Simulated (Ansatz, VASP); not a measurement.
# SnTeSe (1T-SnSeTe monolayer): VASP beside Ansatz, part 2 of 2

Aim: how closely do two programs agree when they are given the same cell, functional and k mesh? Of the first pair: The structure shown is the start of the Ansatz relaxation below; VASP solves that cell, so the two are compared at the walk's first step.

VASP 6.6.1 and Ansatz 0.2.0.

So far: Set-up; Ansatz: relaxation, PBE with D3(BJ); VASP: single point, PBE with D3(BJ), start cell, pair 1.

### 4. Side by side

Known differences besides the potentials themselves: Ansatz cuts the interaction across the vacuum, VASP repeats the sheet with a dipole correction; the data sets hold 46 valence electrons in Ansatz (on its default PAW (the set named soft_2) files) and 26 in VASP; the cutoff is 420 eV in Ansatz and 400 eV in VASP. Total energies have different zeros and are not compared.

Forces (eV/Å; atoms numbered as in POSCAR):

```
atom        Ansatz x, y, z          VASP x, y, z
 Te1  0.000, 0.000, -4.973  0.000, 0.000, -4.996
 Sn2  0.000, 0.000, -0.394  0.000, 0.000, -0.386
 Se3   0.000, 0.000, 5.367   0.000, 0.000, 5.382
```

The forces differ by 9.4 meV/Å r.m.s., which is 0.4 % of the r.m.s. force of 2.451 eV/Å (both taken over all components). With vacuum in the cell, a pressure given here is an average over mostly empty space and none of the material.

### 5. Ansatz: relaxation, PBE with D3(BJ)

This run makes the geometry at which the two programs are then compared.

The structure compared here is the end of the Ansatz relaxation.

File input.yaml:

```yaml
crystal:
  lattice:
    - [3.8272765, 0.0, 0.0]
    - [-1.91363825, 3.3145186763, 0.0]
    - [0.0, 0.0, 36.1705878243]
  atoms:
    - { symbol: Te, position: [0.6666666667, 0.3333333333, 0.4644657721] }
    - { symbol: Sn, position: [0.0, 0.0, 0.5049578579] }
    - { symbol: Se, position: [0.3333333333, 0.6666666667, 0.5355342279] }
  periodic: [true, true, false]
kpoints:
  mp_grid: { grid: [12, 12, 1] }
hamiltonian:
  xc: pbe
  dispersion: d3bj
scf:
  occupations: { method: fermi_dirac, width: 0.05 }
  convergence: { dr2_threshold: 1.0e-09 }
relax:
  f_tol: 0.004
  max_steps: 90
  cell: {}
output:
  write_potential: true
  write_density: true
  volumetric_format: npy
```

The run is started by

```console
$ ansatz run input.yaml --threads 2 --pin off --max-ram 3072MiB --backend cpu --events-out ev --progress --plain --runs-dir out
```

Numbers of over 12 decimals in the logs are rounded to 6 here.

The program printed:

```text
[...]
Crystal: 3 atoms, lattice volume = 458.845 Å³
Basis set: ecut = 420 eV, 8941 PW (Γ), exchange–correlation on 54×54×486 points (8 copies of the dense FFT grid, shifted against one another)
Bands: 28, of which v1, the nominal top of the filled ones, is band 23 counted from 1 (22 counted from 0)
Symmetry: 6 space group operations
[...]
--- Relaxed structure (9 steps of the walk, 9 accepted, 1 SCFs on fresh bases) ---
[...]
cell:  # Å, volume = 485.3044 Å³
    - [3.936081, 4.026565759713031e-18, 0]
    - [-1.968040, 3.408746, 0]
    - [0, 0, 36.1705878243]
  atoms:
    - { symbol: Te, position: [0.666667, 0.333333, 0.452998] }
    - { symbol: Sn, position: [-2.1525610398521846e-19, 0, 0.504342] }
    - { symbol: Se, position: [0.333333, 0.666667, 0.547618] }
[key lines of the parts left out:]
SCF converged after 6 iterations
Free energy (F): -18474.587117 eV
Fermi energy:    -5.109078 eV
P = ½ c Tr σ = -0.0181 N/m
```

### 6. VASP: single point, PBE with D3(BJ), relaxed cell, pair 2

The same cell, functional, mesh and smearing now go to VASP, with its own data sets.

File INCAR:

```
SYSTEM = SnTeSe
PREC = Accurate
ENCUT = 400
EDIFF = 1E-06
NELM = 120
ISMEAR = -1
SIGMA = 0.05
LREAL = .FALSE.
ALGO = Normal
GGA = PE
IVDW = 12
NBANDS = 19
LORBIT = 11
LWAVE = .FALSE.
LCHARG = .FALSE.
ISIF = 2
LDIPOL = .TRUE.
IDIPOL = 3
DIPOL = 0.5 0.5 0.502
LVHAR = .TRUE.
LASPH = .TRUE.
GGA_COMPAT = .FALSE.
NELMDL = -8
KPAR = 2
```

File POSCAR:

```
SnTeSe
1.0
    3.9360807403      0.0000000000      0.0000000000
   -1.9680403702      3.4087459125      0.0000000000
    0.0000000000      0.0000000000     36.1705878243
Te Sn Se
1 1 1
Direct
    0.6666666667      0.3333333333      0.4529979163
    0.0000000000      1.0000000000      0.5043423966
    0.3333333334      0.6666666666      0.5476175450
```

File KPOINTS:

```
Automatic mesh
0
Gamma
12 12 1
0 0 0
```

PAW data sets: Te, Sn_d and Se (PBE family, release 64).

The run is started by

```console
$ mpirun -np 2 vasp_std
```

The program printed:

```text
[... set-up lines as in an earlier step ...]
 entering main loop
       N       E                     dE             d eps       ncg     rms          rms(c)
DAV:   1     0.155661583594E+03    0.15566E+03   -0.89328E+03   898   0.793E+02
DAV:   2     0.559012773975E+01   -0.15007E+03   -0.14634E+03   975   0.200E+02
DAV:   3    -0.107093530073E+02   -0.16299E+02   -0.16242E+02   922   0.754E+01
DAV:   4    -0.111769994034E+02   -0.46765E+00   -0.46671E+00  1087   0.157E+01
[...]
DAV:  24    -0.110046355686E+02   -0.45244E-05   -0.60336E-08   746   0.903E-04    0.321E-04
DAV:  25    -0.110046368108E+02   -0.12423E-05   -0.20474E-08   777   0.473E-04    0.157E-04
DAV:  26    -0.110046376535E+02   -0.84273E-06   -0.10848E-08   680   0.323E-04
   1 F= -.11824446E+02 E0= -.11819996E+02  d E =-.889999E-02
```

Parts of OUTCAR (step 6):

```text
 Edisp (eV)   -0.81981

  Total      -0.01895    -0.01895     0.01967     0.00000     0.00000    -0.00000
  in kB      -0.06256    -0.06256     0.06494     0.00000     0.00000    -0.00000
  external pressure =       -0.02 kB  Pullay stress =        0.00 kB

 POSITION                                       TOTAL-FORCE (eV/Angst)
 -----------------------------------------------------------------------------------
      1.96804      1.13625     16.38520         0.000000      0.000000     -0.011489
      0.00000      0.00000     18.24236        -0.000000      0.000000     -0.003303
      0.00000      2.27250     19.80765         0.000000      0.000000      0.014792
 -----------------------------------------------------------------------------------
    total drift:                               -0.000000      0.000000     -0.000617

  FREE ENERGIE OF THE ION-ELECTRON SYSTEM (eV)
  ---------------------------------------------------
  free  energy   TOTEN  =       -11.8244464820 eV

  energy  without entropy=      -11.8155464893  energy(sigma->0) =      -11.81999649

[... 1 part as in an earlier step ...]

[... 2 further parts left out ...]
[key lines of the parts left out:]
E-fermi :  -3.2319
```

### 7. Side by side

What differs besides the data sets and the points named for the pairs above, as far as they apply: the data sets hold 46 valence electrons in Ansatz (on its default PAW (the set named soft_2) files) and 26 in VASP. Total energies have different zeros and are not compared.

At this near-relaxed geometry the largest component of a force difference is 14 meV/Å. With vacuum in the cell, a pressure given here is an average over mostly empty space and none of the material.

### 8. Results

```
r.m.s. force difference (single point, PBE with D3(BJ), start cell, pair 1)   : 0.38 % of the r.m.s. force
r.m.s. force difference (single point, PBE with D3(BJ), relaxed cell, pair 2) : 6.3 meV/Å
```

**Reading.** The r.m.s. force difference is 6.3 meV/Å (single point, PBE with D3(BJ), relaxed cell, pair 2), within the 12 meV/Å picked in this series as the mark of a large difference. The data sets hold unlike numbers of valence electrons (46 in Ansatz and 26 in VASP), so part of the differences comes from the potentials. How closely two codes agree says nothing of how well the functional describes the real material.

[Lines on the potential files, build, host, timing and source positions are cut from VASP's logs without a mark.]

[Logs are printed without paths, hosts, clocks, repeated set-up lines and the standing remarks that a program may print on its own settings, such as how far it seeks lower states.]

[Hosts, paths, dates, database ids (printed as entryN), source tags and the programs' standing remarks are cut or masked in the printed files.]
